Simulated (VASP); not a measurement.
Data:

```
CELL_PARAMETERS angstrom
      1.90032    -3.29145     0.00000
      1.90032     3.29145     0.00000
      0.00000     0.00000     6.18544
ATOMIC_POSITIONS crystal
  Zr 0.00000 0.00000 0.00000
  Se 0.33333 0.66667 0.25648
  Se 0.66667 0.33333 0.74352
```

Method: optB88-vdW, VASP's PBE PAW potentials (set 64) (plane waves; VASP 6.6.1). Run with 520 eV cut-off, 8×8×4 Γ-centred mesh, tetrahedra with Blöchl corrections, potentials Zr_sv Se.

The cores are frozen, which limits the accuracy of field gradients.

Problem. Give the principal components of the electric field gradient (V/Å²) and the asymmetry η at each nucleus.

Solution. 
| atom | Vxx | Vyy | Vzz | η |
|---|---|---|---|---|
| Zr1 | 13.8 | 13.8 | -27.6 | 0.00 |
| Se2 | -1.4 | -1.4 | 2.9 | 0.00 |
| Se3 | -1.4 | -1.4 | 2.9 | 0.00 |

The compound is ZrSe2 in the 1T layered structure. It was relaxed first.
